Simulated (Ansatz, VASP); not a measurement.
# ReRuW: VASP beside Ansatz

Aim: how closely do two programs agree when they are given the same cell, functional and k mesh? The cell is invented: other elements were put on sites of a known structure type. It may not be a known or stable phase. The cell comes out of the VASP series on this material, whose earlier steps may have relaxed, scaled or displaced it; both programs get it as it stands.

Calculated with Ansatz 0.2.0; plane waves, with VASP 6.6.1 beside it; single point at PBEsol.

## 1. The starting structure

It takes space group P6_3/mmc (No. 194, hexagonal). Conventional cell: a = 4.314 Å, b = 4.314 Å, c = 5.430 Å, α = 90.00°, β = 90.00°, γ = 120.00°. Nearest to Re lie 5 Ru at 2.49 to 2.72 Å and 6 W at 2.84 Å. Nearest to Ru lie 5 Re at 2.49 to 2.72 Å and 6 W at 2.84 Å. W has 2 W at 2.72 Å and 6 Re at 2.84 Å and 6 Ru at 2.84 Å nearest. Farther neighbours are not listed.

## 2. Ansatz: single point, PBEsol

Ansatz runs on its default PAW (the set named soft_2) files.

A single point gives forces, pressure and levels at one fixed geometry, so differences don't come from the geometry; what else differs is listed under the comparison.

input.yaml reads:

```yaml
crystal:
  lattice:
    - [-6.4704130131, 3.7356946983, 5.4300283818]
    - [6.4704130131, -3.7356946983, 5.4300283818]
    - [2.1568043377, 3.7356946983, -5.4300283818]
  atoms:
    - { symbol: Re, position: [0.708333335, 0.541666665, 0.5] }
    - { symbol: Re, position: [0.208333335, 0.041666665, 0.5] }
    - { symbol: Re, position: [0.208333335, 0.541666665, 0.0] }
    - { symbol: Re, position: [0.708333335, 0.041666665, 0.0] }
    - { symbol: Re, position: [0.291666665, 0.458333335, 0.5] }
    - { symbol: Re, position: [0.791666665, 0.958333335, 0.5] }
    - { symbol: Re, position: [0.791666665, 0.458333335, 0.0] }
    - { symbol: Re, position: [0.291666665, 0.958333335, 0.0] }
    - { symbol: Ru, position: [0.458333335, 0.291666665, 0.5] }
    - { symbol: Ru, position: [0.958333335, 0.791666665, 0.5] }
    - { symbol: Ru, position: [0.958333335, 0.291666665, 0.0] }
    - { symbol: Ru, position: [0.458333335, 0.791666665, 0.0] }
    - { symbol: Ru, position: [0.541666665, 0.708333335, 0.5] }
    - { symbol: Ru, position: [0.041666665, 0.208333335, 0.5] }
    - { symbol: Ru, position: [0.041666665, 0.708333335, 0.0] }
    - { symbol: Ru, position: [0.541666665, 0.208333335, 0.0] }
    - { symbol: W, position: [0.0, 0.0, 0.0] }
    - { symbol: W, position: [0.5, 0.5, 0.0] }
    - { symbol: W, position: [0.5, 0.0, 0.5] }
    - { symbol: W, position: [0.0, 0.5, 0.5] }
    - { symbol: W, position: [0.25, 0.25, 0.0] }
    - { symbol: W, position: [0.75, 0.75, 0.0] }
    - { symbol: W, position: [0.75, 0.25, 0.5] }
    - { symbol: W, position: [0.25, 0.75, 0.5] }
hamiltonian:
  xc: pbesol
  pseudopotentials: { kind: paw }
kpoints:
  mp_grid: { grid: [8, 8, 8] }
scf:
  occupations: { method: methfessel_paxton, width: 0.2 }
  n_extra_bands: 10
output:
  forces: true
  stress: true
  eigenvalues: true
  write_density: true
  write_potential: true
  elf: true
  volumetric_format: npy
```

The run is started by

```console
$ ansatz run input.yaml --threads 8 --pin off --max-ram 18432MiB --backend cpu --events-out ev --progress --plain --runs-dir out
```

Numbers of over 12 decimals in the logs are rounded to 6 here.

Output:

```text
scf.n_extra_bands = 10 over 180 filled bands (N_el = 360.0): the run solves 190 bands
Engine: ansatz 0.2.0, aarch64-unknown-linux-gnu
Pseudopotentials: kind: paw
Pseudopotential: Re, paw, valence charge 15, recommended cutoff 420 eV (normal), Re.paw.azcp
Pseudopotential: Ru, paw, valence charge 16, recommended cutoff 420 eV (normal), Ru.paw.azcp
Pseudopotential: W, paw, valence charge 14, recommended cutoff 420 eV (normal), W.paw.azcp
Functional definition: PBEsol
  exchange = pbesol_x
  correlation = pbesol_c
Crystal: 24 atoms, lattice volume = 350.005 Å³
Basis set: ecut = 420 eV, 6865 PW (Γ), exchange–correlation on 128×128×96 points (8 copies of the dense FFT grid, shifted against one another)
Bands: 190, of which v1, the nominal top of the filled ones, is band 180 counted from 1 (179 counted from 0)
Symmetry: 32 space group operations
Space group: P63/mmc (ITA 194), of the structure as read, at distance tolerance 7.0e-5 Å
k-points: 95 of 512
Non-local potential: Re, projectors of the file, l = 0: 3, l = 1: 2, l = 2: 2, l = 3: 1
Non-local potential: Ru, projectors of the file, l = 0: 3, l = 1: 2, l = 2: 2, l = 3: 1
Non-local potential: W, projectors of the file, l = 0: 3, l = 1: 2, l = 2: 2, l = 3: 1
PAW form: soft (Blöchl's): semilocal exchange-correlation on the pseudo side does not see the compensation charge
PAW frozen core: Re, regenerated for the run's functional, and the local potential with it (the file was generated under x = pbe(κ = 0.804, μ = 0.219515), c = pbe(β = 0.066725))
PAW frozen core: Ru, regenerated for the run's functional, and the local potential with it (the file was generated under x = pbe(κ = 0.804, μ = 0.219515), c = pbe(β = 0.066725))
PAW frozen core: W, regenerated for the run's functional, and the local potential with it (the file was generated under x = pbe(κ = 0.804, μ = 0.219515), c = pbe(β = 0.066725))
PAW one-centre angular grid: Re, 590 points (default); XC on 64 Gauss nodes
PAW one-centre angular grid: Ru, 590 points (default); XC on 64 Gauss nodes
PAW one-centre angular grid: W, 590 points (default); XC on 64 Gauss nodes
Initial density: superposition of atomic densities (neutral atoms: chi_scale 0, normalization atom), corrected by the library's trained network
Initial wavefunctions: pseudopotential atomic-orbital guess
Functional: x = pbesol(κ = 0.804, μ = 0.123457), c = pbesol(β = 0.046)
SCF iter   1: F=—  HF=-214478.046634 eV  |F-HF|=—  |Δ(HF+E_count)|=         —  Δρ=2.10e-2  dr2=2.39e0  ethr=1.77e-3  ⟨swp⟩=4.7  Hψ=60681  notcnv=0
preconditioner: auto → Kerker (q_TF=auto, 2.741 Å⁻¹)  [metal: Δε(μ)=0.005 eV  Ē_g=3.780 eV  σ=0.200 eV  W_gap=0.02  n_scr=112 (ndim 8)  ℏωp=25.7 eV  f_vac=0.000  D(μ)=21.58/eV (n_scr^D=222)]
SCF iter   2: F=—  HF=-214477.785360 eV  |F-HF|=—  |Δ(HF+E_count)|=   2.61e-1  S|Δr|=    0.00e0  Δρ=5.80e-3  dr2=8.99e-2  ethr=6.63e-4  ⟨swp⟩=1.0  Hψ=22800  notcnv=0
SCF iter   3: F=—  HF=-214477.778901 eV  |F-HF|=—  |Δ(HF+E_count)|=   6.46e-3  S|Δr|=    0.00e0  Δρ=2.48e-3  dr2=9.95e-3  ethr=2.50e-5  ⟨swp⟩=2.0  Hψ=25462  notcnv=0
SCF iter   4: F=—  HF=-214477.778724 eV  |F-HF|=—  |Δ(HF+E_count)|=   1.77e-4  S|Δr|=    0.00e0  Δρ=3.57e-4  dr2=4.10e-4  ethr=2.76e-6  ⟨swp⟩=2.4  Hψ=29157  notcnv=0
SCF iter   5: F=—  HF=-214477.778684 eV  |F-HF|=—  |Δ(HF+E_count)|=   4.02e-5  S|Δr|=    0.00e0  Δρ=1.17e-4  dr2=3.23e-5  ethr=1.14e-7  ⟨swp⟩=2.0  Hψ=30754  notcnv=0
SCF iter   6: F=—  HF=-214477.778026 eV  |F-HF|=—  |Δ(HF+E_count)|=   6.58e-4  S|Δr|=    0.00e0  Δρ=1.45e-5  dr2=4.12e-7  ethr=8.98e-9  ⟨swp⟩=2.0  Hψ=29599  notcnv=0
SCF iter   7: F=-214477.778026 eV  HF=-214477.778026 eV  |F-HF|=7.33e-8  |Δ(HF+E_count)|=   5.36e-9  S|Δr|=    0.00e0  Δρ=4.72e-6  dr2=9.42e-8  ethr=2.78e-11  ⟨swp⟩=9.1  Hψ=133618  notcnv=0
SCF 1 converged in 7 iterations: F = -214477.778026 eV  dr2 = 9.42e-8
  greatest PAW one-centre occupation: 1.000 electrons in one spin orbital (limit 2), on the W atom at site 23 (counted from 0), in its partial waves of l = 0
SCF converged after 7 iterations
Stability not checked: this state was not tested for a lower state beside it, because cold or Methfessel-Paxton smearing, or corrected tetrahedra, fill the levels in a way that the test cannot read (fill_not_monotonic; see scf.lower_state_search)
Free energy (F): -214477.778026 eV
Harris-Foulkes:  -214477.778026 eV  (|F-HF|=7.33e-8)
Internal energy: -214477.779127 eV  (E = F + TS)
E sigma→0 (E₀):  -214477.778301 eV
Entropy (-TS):   0.001101 eV (0.046 meV/atom)
Fermi energy:    23.256107 eV
--- Per-component energies (eV) ---
  E_band       = -1629.896694
  E_kinetic    = 12074.410869
  E_local      = -21439.067659  (includes V_loc(G=0)·N_el)
  E_nonlocal   = 3199.154163
  E_hartree    = 7382.018967
  E_xc         = -6855.476834
  E_vxc        = -6261.717753  (∫ρ·V_xc dr)
  E_paw        = -162935.541657  (= ΣΔE_a)
  E_vpaw       = -3966.689783  (= ΣTr[D̂ρ^β])
  E_aug_tail   = -0.002421  (compensation charges beyond the density's cutoff)
  E_ewald      = -45908.941355
  E_core_change = 5.666798  (= ΣΔE_core)
  E_smearing   = 0.001101  (= −TS)
  E_closure    = -0.000000  (closes the sum)
  Σ components = -214477.778026   (vs F -214477.778026, Δ=0.00e0)
--- Forces (eV/Å), atoms counted from 1 ---
  atom   1  Re     0.00210672    -0.00121631     0.00000000
  atom   2  Re     0.00210672    -0.00121631     0.00000000
  atom   3  Re     0.00210672    -0.00121631     0.00000000
  atom   4  Re     0.00210672    -0.00121631     0.00000000
  atom   5  Re    -0.00210672     0.00121631    -0.00000000
  atom   6  Re    -0.00210672     0.00121631    -0.00000000
  atom   7  Re    -0.00210672     0.00121631    -0.00000000
  atom   8  Re    -0.00210672     0.00121631    -0.00000000
  atom   9  Ru    -0.00028138     0.00016245     0.00000000
  atom  10  Ru    -0.00028138     0.00016245     0.00000000
  atom  11  Ru    -0.00028138     0.00016245     0.00000000
  atom  12  Ru    -0.00028138     0.00016245     0.00000000
  atom  13  Ru     0.00028138    -0.00016245    -0.00000000
  atom  14  Ru     0.00028138    -0.00016245    -0.00000000
  atom  15  Ru     0.00028138    -0.00016245    -0.00000000
  atom  16  Ru     0.00028138    -0.00016245    -0.00000000
  atom  17  W      0.00000000     0.00000000    -0.00000000
  atom  18  W     -0.00000000     0.00000000    -0.00000000
  atom  19  W     -0.00000000     0.00000000    -0.00000000
  atom  20  W     -0.00000000    -0.00000000    -0.00000000
  atom  21  W      0.00000000     0.00000000    -0.00000000
  atom  22  W      0.00000000     0.00000000     0.00000000
  atom  23  W      0.00000000    -0.00000000    -0.00000000
  atom  24  W      0.00000000     0.00000000    -0.00000000
  max |Σ_I F_I| component: 3.47e-18 eV/Å
--- Stress (GPa, compression-positive) ---
        3.092911       0.022688       0.000000
        0.022688       3.119109      -0.000000
        0.000000      -0.000000       2.565002
  P = ⅓ Tr σ = 2.9257 GPa (29.257 kbar)
--- Band table (eV; the first three rows and the last of 95) ---
  k-point 0: bands = [... 176 lower, 22.9210, 22.9898, 22.9898, 22.9898, 22.9898, 23.0572, 23.4929, 23.4930, ... 6 higher]
  k-point 1: bands = [... 176 lower, 22.8327, 22.8578, 23.0225, 23.0225, 23.0225, 23.0225, 23.4398, 23.8548, ... 6 higher]
  k-point 2: bands = [... 176 lower, 22.8846, 23.0633, 23.1292, 23.1502, 23.2023, 23.2023, 23.2023, 23.2023, ... 6 higher]
  k-point 94: bands = [... 176 lower, 22.9897, 22.9897, 23.0572, 23.0572, 23.6225, 23.6225, 23.7830, 23.7830, ... 6 higher]
```

It took 89 s on 8 threads of Arm Neoverse V2, shared host; peak memory 5.9 GiB.

The column dr2 measures how far the density is from self-consistency, as an energy; F and HF (Harris–Foulkes) agree once it is small.

The run ends at a pressure of 2.93 GPa, with forces up to 0.0024 eV/Å.

[end of part 1 of 2]

[Lines on the potential files, build, host, timing and source positions are cut from VASP's logs without a mark.]

[Logs are printed without paths, hosts, clocks, repeated set-up lines and the standing remarks that a program may print on its own settings, such as how far it seeks lower states.]

[Hosts, paths, dates, database ids (printed as entryN), source tags and the programs' standing remarks are cut or masked in the printed files.]
